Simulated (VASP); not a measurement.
Level of theory: PBEsol GGA, VASP's PBE PAW potentials (set 64) (plane waves; VASP).

VASP input:

### KPOINTS
```
kpoints
0
G
 7 7 11
0 0 0
```

### POSCAR
```
CrO2
1
    4.3603561479     0.0000000000     0.0000000000
    0.0000000000     4.3603561479     0.0000000000
    0.0000000000     0.0000000000     2.8766202149
Cr O
2 4
Direct
  0.0000000000   0.0000000000   0.0000000000
  0.5000000000   0.5000000000   0.5000000000
  0.3027903179   0.3027903179   0.0000000000
  0.8027903179   0.1972096821   0.5000000000
  0.1972096821   0.8027903179   0.5000000000
  0.6972096821   0.6972096821   0.0000000000
```

### INCAR
```
ALGO = Normal
EDIFF = 1E-6
EDIFFG = -0.02
ENCUT = 620
GGA = PS
IBRION = 2
ISIF = 3
ISMEAR = 1
ISPIN = 2
LASPH = T
LCHARG = F
LMAXMIX = 4
LORBIT = 10
LREAL = F
LWAVE = F
MAGMOM = 2*2.1 4*-0.1
NELM = 100
NSW = 40
PREC = Accurate
PSTRESS = 50
SIGMA = 0.1
SYSTEM = CrO2
```

POTCAR, in this order: Cr_pv O (PBE.64 set). Program: vasp_std.

Output of the run:

**OSZICAR**
```
       N       E                     dE             d eps       ncg     rms          rms(c)
DAV:   1     0.658220473980E+03    0.65822E+03   -0.29344E+04  7200   0.204E+03
DAV:   2     0.118126378659E+02   -0.64641E+03   -0.60842E+03  7760   0.565E+02
DAV:   3    -0.658580758447E+02   -0.77671E+02   -0.75785E+02  8732   0.185E+02
DAV:   4    -0.679711805373E+02   -0.21131E+01   -0.20416E+01  8482   0.303E+01
DAV:   5    -0.680191907650E+02   -0.48010E-01   -0.47910E-01  8996   0.461E+00    0.447E+01
DAV:   6    -0.595368550068E+02    0.84823E+01   -0.14328E+02  8348   0.102E+02    0.335E+01
DAV:   7    -0.552360802990E+02    0.43008E+01   -0.89739E+01  8636   0.959E+01    0.197E+01
DAV:   8    -0.532603139171E+02    0.19758E+01   -0.66288E+00  8168   0.244E+01    0.652E+00
DAV:   9    -0.530283306547E+02    0.23198E+00   -0.15464E+00  9586   0.111E+01    0.208E+00
DAV:  10    -0.530320717355E+02   -0.37411E-02   -0.15877E-01  8044   0.381E+00    0.116E+00
DAV:  11    -0.530322377145E+02   -0.16598E-03   -0.14509E-02  9784   0.107E+00    0.523E-01
DAV:  12    -0.530316723769E+02    0.56534E-03   -0.26845E-03  9546   0.525E-01    0.233E-01
DAV:  13    -0.530316093812E+02    0.62996E-04   -0.76424E-04  9050   0.286E-01    0.861E-02
DAV:  14    -0.530315831047E+02    0.26277E-04   -0.10161E-04  9006   0.755E-02    0.389E-02
DAV:  15    -0.530315828923E+02    0.21239E-06   -0.23139E-05  9456   0.398E-02    0.133E-02
DAV:  16    -0.530315829962E+02   -0.10389E-06   -0.19090E-06  5390   0.107E-02
   1 F= -.51324770E+02 E0= -.51324463E+02  d E =-.513248E+02  mag=     3.9999
```

OUTCAR:
```
------------------------ aborting loop because EDIFF is reached ----------------------------------------
  FORCE on cell =-STRESS in cart. coord.  units (eV):
  Direction    XX          YY          ZZ          XY          YZ          ZX
  --------------------------------------------------------------------------------------
  Total        1.7052824      1.7052824      1.7316330     -0.0000000      0.0000000      0.0000000
  in kB       49.9551684     49.9551684     50.7270942     -0.0000000      0.0000000      0.0000000
  external PRESSURE =       0.2124770 kB  Pullay stress =      50.0000000 kB
  volume of cell :       54.69
      direct lattice vectors                 reciprocal lattice vectors
     4.360356148  0.000000000  0.000000000     0.229339065  0.000000000  0.000000000
     0.000000000  4.360356148  0.000000000     0.000000000  0.229339065  0.000000000
     0.000000000  0.000000000  2.876620215     0.000000000  0.000000000  0.347630179
 POSITION                                       TOTAL-FORCE (eV/Angst)
 -----------------------------------------------------------------------------------
      0.00000      0.00000      0.00000        -0.000000      0.000000      0.000000
      2.18018      2.18018      1.43831        -0.000000      0.000000      0.000000
      1.32027      1.32027      0.00000         0.001726      0.001726      0.000000
      3.50045      0.85990      1.43831         0.001726     -0.001726     -0.000000
      0.85990      3.50045      1.43831        -0.001726      0.001726      0.000000
      3.04008      3.04008      0.00000        -0.001726     -0.001726     -0.000000
 -----------------------------------------------------------------------------------
    total drift:                                0.000000      0.000000      0.000000
  FREE ENERGIE OF THE ION-ELECTRON SYSTEM (eV)
  ---------------------------------------------------
  free  energy   TOTEN  =       -53.0315829962 eV

  energy  without entropy=      -53.0306623258  energy(sigma->0) =      -53.03127611
  enthalpy is  TOTEN    =       -51.3247702534 eV   P V=        1.7068127428

 total charge

# of ion       s       p       d       tot
------------------------------------------
    1        0.379   6.515   4.104  10.998
    2        0.379   6.515   4.104  10.998
    3        1.564   3.471   0.000   5.035
    4        1.564   3.471   0.000   5.035
    5        1.564   3.471   0.000   5.035
    6        1.564   3.471   0.000   5.035
--------------------------------------------------
tot          7.014  26.913   8.209  42.137

 magnetization (x)

# of ion       s       p       d       tot
------------------------------------------
    1        0.020   0.033   1.996   2.050
    2        0.020   0.033   1.996   2.050
    3       -0.003  -0.053   0.000  -0.055
    4       -0.003  -0.053   0.000  -0.055
    5       -0.003  -0.053   0.000  -0.055
    6       -0.003  -0.053   0.000  -0.055
--------------------------------------------------
tot          0.030  -0.144   3.992   3.878

 reached required accuracy - stopping structural energy minimisation
```
(Selected blocks of OUTCAR.)

The compound is CrO2 in the rutile structure. It was relaxed first under an external pressure of 5 GPa.
